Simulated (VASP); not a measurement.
# ScSi2 (P6/mmm) in VASP: settings compared, part 2 of 2

VASP 6.6.1.

## Step 3: Core levels, PBEsol+D3(BJ) (volume scaled by 1.04)

The input, INCAR:

```
SYSTEM = ScSi2
PREC = Accurate
ENCUT = 520
EDIFF = 1E-7
ISMEAR = -1
SIGMA = 0.05
LREAL = .FALSE.
LASPH = .TRUE.
NELM = 60
ALGO = Normal
ISIF = 2
LWAVE = .FALSE.
LCHARG = .FALSE.
GGA = PS
IVDW = 12
ICORELEVEL = 1
```

The input, KPOINTS:

```
regular mesh
0
G
  8 8 7
  0 0 0
```

The input, POSCAR:

```
ScSi2
1.0
    3.7081634180      0.0000000000      0.0000000000
   -1.8540817090      3.2113637214      0.0000000000
    0.0000000000      0.0000000000      3.9209268928
Sc Si
1 2
Direct
    0.0000000000      0.0000000000      0.0000000000
    0.6666666667      0.3333333333      0.5000000000
    0.3333333333      0.6666666667      0.5000000000
```

Potentials or basis: VASP PAW PBE potentials, release 54 (Sc_sv, Si).

The run is started by

```console
$ cat potpaw_PBE.54/Sc_sv/POTCAR potpaw_PBE.54/Si/POTCAR > POTCAR
$ mpirun -np 1 vasp_std > vasp.out
```

OUTCAR:

```text
SYSTEM = ScSi2
   PREC = Accurate
   ENCUT = 520
   EDIFF = 1E-7
   ISMEAR = -1
   LREAL = .FALSE.
   LASPH = .TRUE.
   NELM = 60
   ISIF = 2
   GGA = PS
   IVDW = 12
 IVDW          = 12

 ion  position               nearest neighbor table
   1  0.000  0.000  0.000-   2 2.90   3 2.90   2 2.90   3 2.90   2 2.90   2 2.90   3 2.90   3 2.90
                             2 2.90   2 2.90   3 2.90   3 2.90
   2  0.667  0.333  0.500-   3 2.14   3 2.14   3 2.14   1 2.90   1 2.90   1 2.90   1 2.90   1 2.90
                             1 2.90
[... 511 lines left out ...]
  FORCE on cell =-STRESS in cart. coord.  units (eV):
  Direction    XX          YY          ZZ          XY          YZ          ZX
  --------------------------------------------------------------------------------------
  -------------------------------------------------------------------------------------
  Total       6.01192     6.01192    -3.01617     0.00000    -0.00000    -0.00000
  in kB     206.29406   206.29406  -103.49737     0.00000    -0.00000    -0.00000
  external pressure =      103.03 kB  Pullay stress =        0.00 kB

 VOLUME and BASIS-vectors are now :
 -----------------------------------------------------------------------------
  energy-cutoff  :      520.00
  volume of cell :       46.69
      direct lattice vectors                 reciprocal lattice vectors
     3.708163418  0.000000000  0.000000000     0.269675278  0.155697094  0.000000000
    -1.854081709  3.211363721  0.000000000     0.000000000  0.311394188  0.000000000
     0.000000000  0.000000000  3.920926893     0.000000000  0.000000000  0.255041736

 POSITION                                       TOTAL-FORCE (eV/Angst)
 -----------------------------------------------------------------------------------
      0.00000      0.00000      0.00000         0.000000      0.000000      0.000000
      1.85408      1.07045      1.96046         0.000000     -0.000000      0.000000
     -0.00000      2.14091      1.96046        -0.000000      0.000000      0.000000
 -----------------------------------------------------------------------------------
    total drift:                               -0.000000      0.000000      0.000000

  FREE ENERGIE OF THE ION-ELECTRON SYSTEM (eV)
  ---------------------------------------------------
  free  energy   TOTEN  =       -20.1862250931 eV

  energy  without entropy=      -20.1730796486  energy(sigma->0) =      -20.17965237
```

OSZICAR:

```text
N       E                     dE             d eps       ncg     rms          rms(c)
DAV:   1     0.134540006322E+03    0.13454E+03   -0.82455E+03  1040   0.137E+03
DAV:   2    -0.101525065398E+02   -0.14469E+03   -0.14264E+03  1058   0.418E+02
DAV:   3    -0.208972258600E+02   -0.10745E+02   -0.10318E+02  1715   0.931E+01
DAV:   4    -0.211411275895E+02   -0.24390E+00   -0.24278E+00  1525   0.124E+01
DAV:   5    -0.211469168774E+02   -0.57893E-02   -0.56883E-02  1463   0.173E+00    0.109E+01
DAV:   6    -0.189180872369E+02    0.22288E+01   -0.97127E+00  1761   0.332E+01    0.461E+00
DAV:   7    -0.189024934995E+02    0.15594E-01   -0.26938E-01  1411   0.481E+00    0.267E+00
DAV:   8    -0.188854384224E+02    0.17055E-01   -0.28549E-02  1394   0.205E+00    0.336E-01
DAV:   9    -0.188851200205E+02    0.31840E-03   -0.48822E-03  1652   0.930E-01    0.197E-01
DAV:  10    -0.188852319324E+02   -0.11191E-03   -0.20897E-03  1678   0.454E-01    0.114E-01
DAV:  11    -0.188850797111E+02    0.15222E-03   -0.14087E-03  1707   0.398E-01    0.254E-02
DAV:  12    -0.188850722631E+02    0.74480E-05   -0.56814E-05  1617   0.889E-02    0.135E-02
DAV:  13    -0.188850720653E+02    0.19779E-06   -0.38827E-06  1737   0.164E-02    0.434E-03
DAV:  14    -0.188850720055E+02    0.59887E-07   -0.55892E-08   860   0.220E-03
   1 F= -.20186225E+02 E0= -.20179652E+02  d E =-.131454E-01
```

stdout:

```text
POSCAR found type information on POSCAR ScSi
 POSCAR found :  2 types and       3 ions
 scaLAPACK will be used
 -----------------------------------------------------------------------------
|                                                                             |
|                                                                             |
|     You enforced a specific xc type in the INCAR file but a different       |
|     I HOPE YOU KNOW WHAT YOU ARE DOING!                                     |
|                                                                             |
 -----------------------------------------------------------------------------

 LDA part: xc-table for (Slater+PW92), standard interpolation
 POSCAR, INCAR and KPOINTS ok, starting setup
 FFT: planning ... GRIDC
 FFT: planning ... GRID_SOFT
 FFT: planning ... GRID
 WAVECAR not read
 entering main loop
```

It took 16 s on 1 thread of Intel Xeon Platinum 8559C (Emerald Rapids), shared host; peak memory 0.17 GiB.

Results:

| Item | Value |
| --- | --- |
| Free energy | -20.1862 eV |
| Pressure | 10.3 GPa |
| Band gap on the k mesh | none (metal or under the smearing width) |
| Dispersion energy per atom | -0.434 eV |

Core levels (eV, on the scale of the bands):
```tsv
atom	levels
1 Sc	1s -4383.1, 2s -460.3, 2p -374.3
2 Si	1s -1771.2, 2s -125.5, 2p -81.5
3 Si	1s -1771.2, 2s -125.5, 2p -81.5
```

Caveat: the PAW data sets were made with another functional, which shifts forces and pressure a little; pairwise dispersion overbinds metals, which lowers pressure and volume.
